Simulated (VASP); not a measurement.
# CuO (Tenorite): convergence with the SCF solver and precision settings, part 2 of 3

How sensitive are energy, pressure and forces of CuO (Tenorite) to the SCF solver and precision settings? The series runs use LDA. The start is a cell from a database of measured crystal structures.

VASP 6.6.1; LDA, no spin polarisation; plane waves and PAW (Cu, O).

Still holding for the runs below: This run has no spin polarisation, although Cu can carry a moment. The k-mesh is coarse for a metal. Oxides and halides of Cu are often magnetic insulators, and a metal at this level, without U or exact exchange, may be an artefact.

So far. Step 4 (SCF solver: ALGO = VeryFast): Against the first of the series the energy stays within 0.01 meV an atom; the pressure moves by +0.10 GPa, after 22 cycles in 42 s. Step 5 (SCF solver: ALGO = All): Against the first of the series the energy stays within 0.01 meV an atom; the pressure moves by -0.01 GPa, after 19 cycles in 31 s.

**6. SCF solver: ALGO = Damped**

Contents of INCAR:

```
SYSTEM = CuO
PREC = Accurate
ENCUT = 520
EDIFF = 1E-06
NELM = 100
ISMEAR = -1
SIGMA = 0.05
LREAL = .FALSE.
ALGO = Damped
GGA = CA
NBANDS = 23
LASPH = .TRUE.
LORBIT = 11
LWAVE = .FALSE.
LCHARG = .FALSE.
KPAR = 4
ISIF = 2
```

Contents of POSCAR:

```
CuO
1.0
    2.3418500000     -1.7113000000      0.0000000000
    2.3418500000      1.7113000000      0.0000000000
   -0.8500274268      0.0000000000      5.0578693947
Cu O
2 2
Direct
    0.0000000000      0.5000000000      0.0000000000
    0.5000000000      0.0000000000      0.5000000000
    0.5816000000      0.4184000000      0.2500000000
    0.4184000000      0.5816000000      0.7500000000
```

Contents of KPOINTS:

```
Automatic mesh
0
Gamma
8 8 5
0 0 0
```

The projector-augmented-wave data sets are Cu and O (PBE family, release 64).

Run with:

```
$ mpirun -np 4 vasp_std
```

What it wrote:

```text
[... set-up lines as in an earlier step ...]
 entering main loop
       N       E                     dE             d eps       ncg     rms           ort
DAV:   1     0.478542665061E+03    0.47854E+03   -0.15569E+04  2139   0.257E+03
DAV:   2     0.119187779424E+03   -0.35935E+03   -0.32589E+03  2139   0.564E+02
DAV:   3     0.290823015479E+01   -0.11628E+03   -0.11004E+03  2139   0.296E+02
DAV:   4    -0.230032126525E+02   -0.25911E+02   -0.24614E+02  2139   0.151E+02
[...]
DMP:  26    -0.232521512939E+02   -0.48188E-05   -0.25862E-06  2139   0.423E-05  -0.938E-05
DMP:  27    -0.232521514781E+02   -0.18425E-06   -0.13385E-05  2139   0.324E-05   0.273E-06
DMP:  28    -0.232521516387E+02   -0.16063E-06   -0.45822E-06  2139   0.212E-05  -0.254E-05
 final diagonalization occupied
   1 F= -.23252152E+02 E0= -.23243354E+02  d E =-.175961E-01
```

Run time: 36 s. Hardware: 4 MPI ranks of Intel Xeon Platinum 8259CL at 2.50GHz (Skylake/Cascade Lake), shared host; peak memory 1 GiB; 2.2 min of CPU time.

From OUTCAR (step 6):

```text
  Total       -2.3650834     -1.2596517     -2.8383926      0.0000000      0.0000000      0.0541236
  in kB      -93.4704227    -49.7826737   -112.1760674      0.0000000      0.0000000      2.1390189
  external PRESSURE =     -85.1430546 kB  Pullay stress =       0.0000000 kB

 POSITION                                       TOTAL-FORCE (eV/Angst)
 -----------------------------------------------------------------------------------
      1.17092      0.85565      0.00000        -0.000000      0.000000     -0.000000
      0.74591     -0.85565      2.52893        -0.000000      0.000000     -0.000000
      2.12934     -0.27928      1.26447         0.000000      0.422956     -0.000000
      1.70433      0.27928      3.79340        -0.000000     -0.422956      0.000000
 -----------------------------------------------------------------------------------
    total drift:                                0.000000     -0.000000     -0.000000

  FREE ENERGIE OF THE ION-ELECTRON SYSTEM (eV)
  ---------------------------------------------------
  free  energy   TOTEN  =       -23.2521516387 eV

  energy  without entropy=      -23.2345555381  energy(sigma->0) =      -23.24335359

[... 2 parts as in an earlier step ...]

[... 1 further part left out ...]
[key lines of the parts left out:]
E-fermi :   5.2655
```

Against the first of the series the energy stays within 0.01 meV an atom; the pressure moves by -0.03 GPa, after 28 cycles in 36 s.

**7. SCF solver: AMIX = 0.1, BMIX = 0.01**

Changes to INCAR since step 6:

```diff
@@ -8,3 +8,3 @@
 LREAL = .FALSE.
-ALGO = Damped
+ALGO = Normal
 GGA = CA
@@ -17 +17,3 @@
 ISIF = 2
+AMIX = 0.1
+BMIX = 0.01
```

POSCAR is that of step 6.

KPOINTS is that of step 6.

Run with:

```
$ mpirun -np 4 vasp_std
```

What it wrote:

```text
[... set-up lines as in an earlier step ...]
 entering main loop
       N       E                     dE             d eps       ncg     rms          rms(c)
[... 5 cycles as in an earlier step ...]
DAV:   6    -0.248623416184E+02    0.45165E+01   -0.37154E+00  6240   0.483E+01    0.935E+00
DAV:   7    -0.233633282480E+02    0.14990E+01   -0.51029E+00  7077   0.557E+01    0.270E+00
DAV:   8    -0.233562008203E+02    0.71274E-02   -0.64405E-01  6566   0.121E+01    0.241E+00
DAV:   9    -0.233613901444E+02   -0.51893E-02   -0.92835E-03  5277   0.804E-01    0.242E+00
[...]
DAV:  17    -0.232521609045E+02    0.50600E-05   -0.30012E-06  4934   0.372E-02    0.234E-02
DAV:  18    -0.232521553610E+02    0.55435E-05   -0.61504E-05  6786   0.148E-01    0.156E-02
DAV:  19    -0.232521557519E+02   -0.39089E-06   -0.49627E-06  4361   0.205E-02
   1 F= -.23252156E+02 E0= -.23243354E+02  d E =-.176042E-01
```

It took 32 s on 4 MPI ranks; peak memory 0.74 GiB.

From OUTCAR (step 7):

```text
  Total       -2.3710735     -1.2610391     -2.8463113      0.0000000      0.0000000      0.0573094
  in kB      -93.7071589    -49.8375071   -112.4890220      0.0000000      0.0000000      2.2649225
  external PRESSURE =     -85.3445627 kB  Pullay stress =       0.0000000 kB

 POSITION                                       TOTAL-FORCE (eV/Angst)
 -----------------------------------------------------------------------------------
      1.17092      0.85565      0.00000        -0.000000     -0.000000      0.000000
      0.74591     -0.85565      2.52893        -0.000000     -0.000000      0.000000
      2.12934     -0.27928      1.26447        -0.000000      0.423160      0.000000
      1.70433      0.27928      3.79340         0.000000     -0.423160      0.000000
 -----------------------------------------------------------------------------------
    total drift:                                0.000000      0.000000     -0.000000

  FREE ENERGIE OF THE ION-ELECTRON SYSTEM (eV)
  ---------------------------------------------------
  free  energy   TOTEN  =       -23.2521557519 eV

  energy  without entropy=      -23.2345515854  energy(sigma->0) =      -23.24335367

[... 2 parts as in an earlier step ...]

[... 1 further part left out ...]
[key lines of the parts left out:]
E-fermi :   5.2643
```

Against the first of the series the energy stays within 0.01 meV an atom; the pressure moves by -0.05 GPa, after 19 cycles in 32 s.

**8. SCF solver: AMIX = 0.8**

Changes to INCAR since step 7:

```diff
@@ -17,3 +17,2 @@
 ISIF = 2
-AMIX = 0.1
-BMIX = 0.01
+AMIX = 0.8
```

POSCAR is that of step 7.

KPOINTS is that of step 7.

Run with:

```
$ mpirun -np 4 vasp_std
```

What it wrote:

```text
[... set-up lines as in an earlier step ...]
 entering main loop
       N       E                     dE             d eps       ncg     rms          rms(c)
[... 5 cycles as in an earlier step ...]
DAV:   6    -0.508406003104E+02   -0.21462E+02   -0.14554E+02  6257   0.322E+02    0.317E+01
DAV:   7    -0.230066870677E+02    0.27834E+02   -0.59946E+01  5885   0.206E+02    0.442E+00
DAV:   8    -0.232415337986E+02   -0.23485E+00   -0.63147E+00  6263   0.351E+01    0.690E-01
DAV:   9    -0.232526203007E+02   -0.11087E-01   -0.18027E-01  6451   0.382E+00    0.219E-01
DAV:  10    -0.232524235465E+02    0.19675E-03   -0.53347E-03  6420   0.901E-01    0.180E-01
DAV:  11    -0.232521503142E+02    0.27323E-03   -0.12857E-03  6375   0.134E+00    0.619E-02
DAV:  12    -0.232521607574E+02   -0.10443E-04   -0.56285E-04  6504   0.265E-01    0.327E-02
DAV:  13    -0.232521519818E+02    0.87756E-05   -0.22784E-05  6882   0.988E-02    0.767E-03
DAV:  14    -0.232521519776E+02    0.42060E-08   -0.72649E-06  6320   0.308E-02
   1 F= -.23252152E+02 E0= -.23243355E+02  d E =-.175949E-01
```

It took 27 s on 4 MPI ranks; peak memory 0.75 GiB; 99 s of CPU time.

Parts of OUTCAR (step 8):

```text
  Total       -2.3598377     -1.2553389     -2.8322697      0.0000000      0.0000000      0.0539635
  in kB      -93.2631079    -49.6122293   -111.9340871      0.0000000      0.0000000      2.1326908
  external PRESSURE =     -84.9364748 kB  Pullay stress =       0.0000000 kB

 POSITION                                       TOTAL-FORCE (eV/Angst)
 -----------------------------------------------------------------------------------
      1.17092      0.85565      0.00000         0.000000      0.000000      0.000000
      0.74591     -0.85565      2.52893         0.000000      0.000000      0.000000
      2.12934     -0.27928      1.26447         0.000000      0.422191      0.000000
      1.70433      0.27928      3.79340        -0.000000     -0.422191      0.000000
 -----------------------------------------------------------------------------------
    total drift:                                0.000000     -0.000000     -0.000000

  FREE ENERGIE OF THE ION-ELECTRON SYSTEM (eV)
  ---------------------------------------------------
  free  energy   TOTEN  =       -23.2521519776 eV

  energy  without entropy=      -23.2345570742  energy(sigma->0) =      -23.24335453

[... 2 parts as in an earlier step ...]

[... 1 further part left out ...]
[key lines of the parts left out:]
E-fermi :   5.2656
```

Against the first of the series the energy stays within 0.01 meV an atom; the pressure moves by -0.01 GPa, after 14 cycles in 27 s.

**9. SCF solver: IMIX = 1, AMIX = 0.2**

Changes to INCAR since step 8:

```diff
@@ -17,2 +17,3 @@
 ISIF = 2
-AMIX = 0.8
+IMIX = 1
+AMIX = 0.2
```

POSCAR is that of step 8.

KPOINTS is that of step 8.

Run with:

```
$ mpirun -np 4 vasp_std
```

What it wrote:

```text
[... set-up lines as in an earlier step ...]
 entering main loop
       N       E                     dE             d eps       ncg     rms          rms(c)
[... 5 cycles as in an earlier step ...]
DAV:   6    -0.234601819614E+02    0.59187E+01   -0.12244E+01  6178   0.873E+01    0.348E+00
DAV:   7    -0.234159526717E+02    0.44229E-01   -0.17845E+00  6105   0.123E+01    0.257E+00
DAV:   8    -0.233524459707E+02    0.63507E-01   -0.45664E-02  6236   0.335E+00    0.210E+00
DAV:   9    -0.233141289106E+02    0.38317E-01   -0.47950E-03  5721   0.114E+00    0.167E+00
[...]
DAV:  30    -0.232521553392E+02    0.20392E-05   -0.31525E-07  2265   0.765E-03    0.124E-02
DAV:  31    -0.232521540599E+02    0.12793E-05   -0.26251E-07  2265   0.628E-03    0.983E-03
DAV:  32    -0.232521532569E+02    0.80292E-06   -0.12210E-07  2258   0.495E-03
   1 F= -.23252153E+02 E0= -.23243354E+02  d E =-.175979E-01
```

Elapsed: 49 s, on 4 MPI ranks; peak memory 0.72 GiB; 3 min of CPU time.

From OUTCAR (step 9):

```text
  Total       -2.2828784     -1.1774522     -2.7567120      0.0000000      0.0000000      0.0538837
  in kB      -90.2215994    -46.5340703   -108.9479708      0.0000000      0.0000000      2.1295380
  external PRESSURE =     -81.9012135 kB  Pullay stress =       0.0000000 kB

 POSITION                                       TOTAL-FORCE (eV/Angst)
 -----------------------------------------------------------------------------------
      1.17092      0.85565      0.00000        -0.000000     -0.000000      0.000000
      0.74591     -0.85565      2.52893        -0.000000     -0.000000      0.000000
      2.12934     -0.27928      1.26447         0.000000      0.423122      0.000000
      1.70433      0.27928      3.79340         0.000000     -0.423122      0.000000
 -----------------------------------------------------------------------------------
    total drift:                                0.000000      0.000000     -0.000000

  FREE ENERGIE OF THE ION-ELECTRON SYSTEM (eV)
  ---------------------------------------------------
  free  energy   TOTEN  =       -23.2521532569 eV

  energy  without entropy=      -23.2345553485  energy(sigma->0) =      -23.24335430

[... 2 parts as in an earlier step ...]

[... 1 further part left out ...]
[key lines of the parts left out:]
E-fermi :   5.2653
```

Against the first of the series the energy stays within 0.01 meV an atom; the pressure moves by +0.29 GPa, after 32 cycles in 49 s.

**10. The SCF solver series as a table**

This step: convergence of LDA results with the solver; plane waves and PAW (VASP 6.6.1).

This step runs nothing: it gathers the runs above.

Differences are taken from the run with ALGO = Normal. Results of the series, by row:

| setting | status | energy less the reference (meV/atom) | pressure (GPa) | largest force difference (meV/Å) | SCF cycles | wall time (s) |
| --- | --- | --- | --- | --- | --- | --- |
| ALGO = Normal | converged | 0 | -8.48 | 0 | 14 | 25.1 |
| ALGO = Fast | converged | -2.00e-5 | -8.465 | 0.12 | 16 | 31 |
| ALGO = VeryFast | converged | -4.50e-5 | -8.377 | 0.171 | 22 | 42 |
| ALGO = All | converged | 2.43e-4 | -8.493 | 0.406 | 19 | 31 |
| ALGO = Damped | converged | 1.50e-4 | -8.514 | 0.053 | 28 | 36 |
| AMIX = 0.1, BMIX = 0.01 | converged | 1.30e-4 | -8.534 | 0.257 | 19 | 32 |
| AMIX = 0.8 | converged | -8.50e-5 | -8.494 | 0.712 | 14 | 27 |
| IMIX = 1, AMIX = 0.2 | converged | -2.75e-5 | -8.19 | 0.219 | 32 | 49 |

**11. Precision settings: PREC = Low**

This step: LDA, no spin polarisation; plane waves and PAW (Cu, O) (VASP 6.6.1).

PREC sets the FFT grids, and LREAL, ADDGRID and LASPH trade speed for accuracy.

Changes to INCAR since step 9:

```diff
@@ -1,3 +1,3 @@
 SYSTEM = CuO
-PREC = Accurate
+PREC = Low
 ENCUT = 520
@@ -17,3 +17 @@
 ISIF = 2
-IMIX = 1
-AMIX = 0.2
```

POSCAR is that of step 9.

KPOINTS is that of step 9.

Run with:

```
$ mpirun -np 4 vasp_std
```

What it wrote:

```text
[... set-up lines as in an earlier step ...]
 entering main loop
       N       E                     dE             d eps       ncg     rms          rms(c)
DAV:   1     0.295342842969E+03    0.29534E+03   -0.16710E+04  4438   0.233E+03
DAV:   2     0.928909059210E+01   -0.28605E+03   -0.26674E+03  4362   0.417E+02
DAV:   3    -0.280743878284E+02   -0.37363E+02   -0.35329E+02  5613   0.170E+02
DAV:   4    -0.293616494552E+02   -0.12873E+01   -0.12820E+01  5094   0.331E+01
DAV:   5    -0.293852068454E+02   -0.23557E-01   -0.23545E-01  5552   0.390E+00    0.176E+01
DAV:   6    -0.271113357052E+02    0.22739E+01   -0.47038E+01  6191   0.174E+02    0.138E+01
DAV:   7    -0.231751563555E+02    0.39362E+01   -0.11541E+01  5117   0.127E+02    0.263E+00
DAV:   8    -0.233144871818E+02   -0.13933E+00   -0.20237E+00  4516   0.101E+01    0.169E+00
DAV:   9    -0.232634611348E+02    0.51026E-01   -0.77052E-02  6908   0.658E+00    0.456E-01
DAV:  10    -0.232603892250E+02    0.30719E-02   -0.14657E-02  5819   0.152E+00    0.384E-01
DAV:  11    -0.232584888540E+02    0.19004E-02   -0.68918E-03  6547   0.767E-01    0.765E-02
DAV:  12    -0.232585120486E+02   -0.23195E-04   -0.44339E-04  5990   0.289E-01    0.559E-02
DAV:  13    -0.232584743540E+02    0.37695E-04   -0.12048E-04  6894   0.123E-01    0.414E-03
DAV:  14    -0.232584747292E+02   -0.37526E-06   -0.75491E-06  4600   0.280E-02
   1 F= -.23258475E+02 E0= -.23249676E+02  d E =-.175983E-01
```

Run time: 16 s. Hardware: 4 MPI ranks; peak memory 0.64 GiB.

From OUTCAR (step 11):

```text
   NELECT =      34.0000    total number of electrons

 E-fermi :   5.2655

 k-point     1 :       0.0000    0.0000    0.0000
  band No.  band energies     occupation
    ...
     12       2.6467      2.00000
     13       2.8728      2.00000
     14       3.0482      2.00000
     15       3.1053      2.00000
     16       3.6237      2.00000
     17       5.4926      0.02109
     18       6.2062      0.00000
     19       7.0108      0.00000
     20      11.2359      0.00000
     21      13.3492      0.00000
    ...

  Total       -2.4003328     -1.3576612     -2.6965760      0.0000000      0.0000000      0.0519290
  in kB      -94.8635135    -53.6561072   -106.5713374      0.0000000      0.0000000      2.0522855
  external PRESSURE =     -85.0303194 kB  Pullay stress =       0.0000000 kB

 POSITION                                       TOTAL-FORCE (eV/Angst)
 -----------------------------------------------------------------------------------
      1.17092      0.85565      0.00000        -0.000000      0.000000      0.000000
      0.74591     -0.85565      2.52893        -0.000000     -0.000000      0.000000
      2.12934     -0.27928      1.26447        -0.000000      0.420013     -0.000000
      1.70433      0.27928      3.79340         0.000000     -0.420013      0.000000
 -----------------------------------------------------------------------------------
    total drift:                                0.000000     -0.000000      0.000000

  FREE ENERGIE OF THE ION-ELECTRON SYSTEM (eV)
  ---------------------------------------------------
  free  energy   TOTEN  =       -23.2584747292 eV

  energy  without entropy=      -23.2408764463  energy(sigma->0) =      -23.24967559

[... 9 parts as in an earlier step ...]

[... 8 further parts left out ...]
```

Numbers from this step:

- SCF cycles: 14
- free energy (TOTEN): -23.26 eV
- energy at zero smearing: -23.25 eV
- Fermi energy: 5.266 eV
- pressure: -8.503 GPa

The series starts at -5.8124 eV an atom and -8.50 GPa, after 14 cycles in 16 s.

**12. Precision settings: PREC = Medium**

Changes to INCAR since step 11:

```diff
@@ -1,3 +1,3 @@
 SYSTEM = CuO
-PREC = Low
+PREC = Medium
 ENCUT = 520
```

POSCAR is that of step 11.

KPOINTS is that of step 11.

Run with:

```
$ mpirun -np 4 vasp_std
```

What it wrote:

```text
[... set-up lines as in an earlier step ...]
 entering main loop
       N       E                     dE             d eps       ncg     rms          rms(c)
DAV:   1     0.295345911357E+03    0.29535E+03   -0.16710E+04  4438   0.233E+03
DAV:   2     0.929327546464E+01   -0.28605E+03   -0.26674E+03  4362   0.417E+02
DAV:   3    -0.280697837513E+02   -0.37363E+02   -0.35329E+02  5613   0.170E+02
DAV:   4    -0.293570272415E+02   -0.12872E+01   -0.12820E+01  5094   0.331E+01
[...]
DAV:  12    -0.232537859676E+02   -0.23208E-04   -0.44366E-04  5998   0.290E-01    0.560E-02
DAV:  13    -0.232537481471E+02    0.37821E-04   -0.12089E-04  6901   0.123E-01    0.412E-03
DAV:  14    -0.232537485272E+02   -0.38015E-06   -0.75560E-06  4593   0.280E-02
   1 F= -.23253749E+02 E0= -.23244951E+02  d E =-.175960E-01
```

The job ended after 14 s (4 MPI ranks; peak memory 0.65 GiB; 49 s of CPU time).

From OUTCAR (step 12):

```text
  Total       -2.3518071     -1.2578512     -2.8258446      0.0000000      0.0000000      0.0501675
  in kB      -92.9457303    -49.7115172   -111.6801580      0.0000000      0.0000000      1.9826704
  external PRESSURE =     -84.7791352 kB  Pullay stress =       0.0000000 kB

 POSITION                                       TOTAL-FORCE (eV/Angst)
 -----------------------------------------------------------------------------------
      1.17092      0.85565      0.00000         0.000000      0.000000      0.000000
      0.74591     -0.85565      2.52893         0.000000      0.000000      0.000000
      2.12934     -0.27928      1.26447         0.000000      0.421867      0.000000
      1.70433      0.27928      3.79340        -0.000000     -0.421867     -0.000000
 -----------------------------------------------------------------------------------
    total drift:                                0.000000     -0.000000      0.000000

  FREE ENERGIE OF THE ION-ELECTRON SYSTEM (eV)
  ---------------------------------------------------
  free  energy   TOTEN  =       -23.2537485272 eV

  energy  without entropy=      -23.2361524860  energy(sigma->0) =      -23.24495051

[... 2 parts as in an earlier step ...]

[... 1 further part left out ...]
[key lines of the parts left out:]
E-fermi :   5.2655
```

Against the first of the series the energy moves by +1.18 meV an atom and the pressure by +0.03 GPa, after 14 cycles in 14 s.

(Continued in part 3 of 3.)

[Lines on the potential files, build, host, timing and source positions are cut from VASP's logs without a mark.]

[Logs are printed without paths, hosts, clocks, repeated set-up lines and the standing remarks that a program may print on its own settings, such as how far it seeks lower states.]

[Hosts, paths, dates, database ids (printed as entryN), source tags and the programs' standing remarks are cut or masked in the printed files.]

[A measured line is paired with the nearest computed mode of its activity, which favours agreement.]
